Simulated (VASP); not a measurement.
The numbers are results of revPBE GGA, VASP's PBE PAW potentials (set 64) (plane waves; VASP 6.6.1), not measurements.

VASP ran on this input.

POSCAR:
```
TiO2
1
    4.6665782352     0.0000000000     0.0000000000
   -0.0000000000     4.6665782352     0.0000000000
    0.0000000000     0.0000000000     2.9861569994
Ti O
2 4
Direct
  0.0000000000   0.0000000000   0.0000000000
  0.5000000000   0.5000000000   0.5000000000
  0.3051364601   0.3051364601   1.0000000000
  0.8051364601   0.1948635399   0.5000000000
  0.1948635399   0.8051364601   0.5000000000
  0.6948635399   0.6948635399   0.0000000000
```

**INCAR**
```
ALGO=Normal
EDIFF=1E-6
EDIFFG=-0.02
ENCUT=520
GGA=RE
IBRION=2
ISIF=3
ISMEAR=0
LASPH=T
LCHARG=F
LMAXMIX=4
LREAL=F
LWAVE=F
NELM=100
NSW=60
PREC=Accurate
SIGMA=0.05
SYSTEM=TiO2
```

KPOINTS:
```
Automatic mesh
0
Gamma
5 5 7
0 0 0
```

POTCAR, in this order: Ti_sv O (PBE.64 set). Program: vasp_std.

The resulting files:

File OSZICAR:
```
       N       E                     dE             d eps       ncg     rms          rms(c)
DAV:   1     0.682110814235E+03    0.68211E+03   -0.25071E+04  1344   0.200E+03
DAV:   2     0.573791761520E+02   -0.62473E+03   -0.60447E+03  1440   0.584E+02
DAV:   3    -0.637719894623E+02   -0.12115E+03   -0.11768E+03  2124   0.217E+02
DAV:   4    -0.690699352525E+02   -0.52979E+01   -0.52925E+01  1788   0.494E+01
DAV:   5    -0.693011998523E+02   -0.23126E+00   -0.23120E+00  1924   0.846E+00    0.310E+01
DAV:   6    -0.521065798179E+02    0.17195E+02   -0.12191E+02  1604   0.102E+02    0.122E+01
DAV:   7    -0.516917796605E+02    0.41480E+00   -0.19416E+01  1648   0.345E+01    0.745E+00
DAV:   8    -0.517599406912E+02   -0.68161E-01   -0.55785E+00  1696   0.209E+01    0.473E+00
DAV:   9    -0.515227013627E+02    0.23724E+00   -0.21481E+00  1748   0.123E+01    0.112E+00
DAV:  10    -0.515376910727E+02   -0.14990E-01   -0.12969E-01  1692   0.272E+00    0.241E-01
DAV:  11    -0.515376963413E+02   -0.52686E-05   -0.59668E-03  1880   0.551E-01    0.983E-02
DAV:  12    -0.515377709714E+02   -0.74630E-04   -0.63156E-04  1944   0.184E-01    0.791E-02
DAV:  13    -0.515377048486E+02    0.66123E-04   -0.43701E-04  1896   0.168E-01    0.777E-03
DAV:  14    -0.515377091080E+02   -0.42594E-05   -0.19597E-05  1876   0.310E-02    0.638E-03
DAV:  15    -0.515377088794E+02    0.22854E-06   -0.13973E-06  1068   0.105E-02
   1 F= -.51537709E+02 E0= -.51537709E+02  d E =-.515377E+02
       N       E                     dE             d eps       ncg     rms          rms(c)
DAV:   1    -0.515421947499E+02   -0.44856E-02   -0.28027E-01  1348   0.530E+00    0.473E-01
DAV:   2    -0.515398584005E+02    0.23363E-02   -0.19120E-02  1780   0.135E+00    0.265E-01
DAV:   3    -0.515387411409E+02    0.11173E-02   -0.52235E-03  1724   0.471E-01    0.114E-01
DAV:   4    -0.515385726798E+02    0.16846E-03   -0.13739E-03  2144   0.301E-01    0.639E-02
DAV:   5    -0.515385769168E+02   -0.42370E-05   -0.14691E-04  1752   0.113E-01    0.338E-02
DAV:   6    -0.515385872281E+02   -0.10311E-04   -0.45993E-05  2248   0.469E-02    0.126E-02
DAV:   7    -0.515385872403E+02   -0.12257E-07   -0.35122E-06  1416   0.167E-02
   2 F= -.51538587E+02 E0= -.51538587E+02  d E =-.878361E-03
```

OUTCAR:
```
------------------------ aborting loop because EDIFF is reached ----------------------------------------
  FORCE on cell =-STRESS in cart. coord.  units (eV):
  Direction    XX          YY          ZZ          XY          YZ          ZX
  --------------------------------------------------------------------------------------
  Total        0.0243228      0.0243228     -0.1175536      0.0000000      0.0000000      0.0000000
  in kB        0.5977394      0.5977394     -2.8889111      0.0000000      0.0000000      0.0000000
  external PRESSURE =      -0.5644775 kB  Pullay stress =       0.0000000 kB
  volume of cell :       65.19
      direct lattice vectors                 reciprocal lattice vectors
     4.675686080 -0.000000000  0.000000000     0.213872356  0.000000000  0.000000000
     0.000000000  4.675686080  0.000000000     0.000000000  0.213872356  0.000000000
     0.000000000  0.000000000  2.982095243     0.000000000  0.000000000  0.335334695
 POSITION                                       TOTAL-FORCE (eV/Angst)
 -----------------------------------------------------------------------------------
      4.67569     -0.00000      2.98210        -0.000000     -0.000000      0.000000
      2.33784      2.33784      1.49105        -0.000000     -0.000000      0.000000
      1.42797      1.42797      0.00000         0.013724      0.013724     -0.000000
      3.76581      0.90988      1.49105         0.013724     -0.013724      0.000000
      0.90988      3.76581      1.49105        -0.013724      0.013724      0.000000
      3.24772      3.24772      2.98210        -0.013724     -0.013724      0.000000
 -----------------------------------------------------------------------------------
    total drift:                                0.000000      0.000000      0.000000
  FREE ENERGIE OF THE ION-ELECTRON SYSTEM (eV)
  ---------------------------------------------------
  free  energy   TOTEN  =       -51.5385872403 eV

  energy  without entropy=      -51.5385872403  energy(sigma->0) =      -51.53858724

 reached required accuracy - stopping structural energy minimisation
```
(Selected blocks of OUTCAR.)

**CONTCAR**
```
TiO2
   1.00000000000000
     4.6756860802038949   -0.0000000000000000    0.0000000000000000
     0.0000000000000000    4.6756860802038949    0.0000000000000000
     0.0000000000000000    0.0000000000000000    2.9820952433616630
  Ti              O
     2     4
Direct
     1.0000000000000000    0.0000000000000000    1.0000000000000000
     0.5000000000000000    0.5000000000000000    0.5000000000000000
     0.3054023984532660    0.3054023984532660    0.0000000000000000
     0.8054023984532660    0.1945976015467340    0.5000000000000000
     0.1945976015467340    0.8054023984532660    0.5000000000000000
     0.6945976015467340    0.6945976015467340    1.0000000000000000
```

The compound is TiO2 in the rutile structure. This run relaxes it. Symmetry was kept, so distortions that lower it aren't found. The start is the result of an earlier pass.
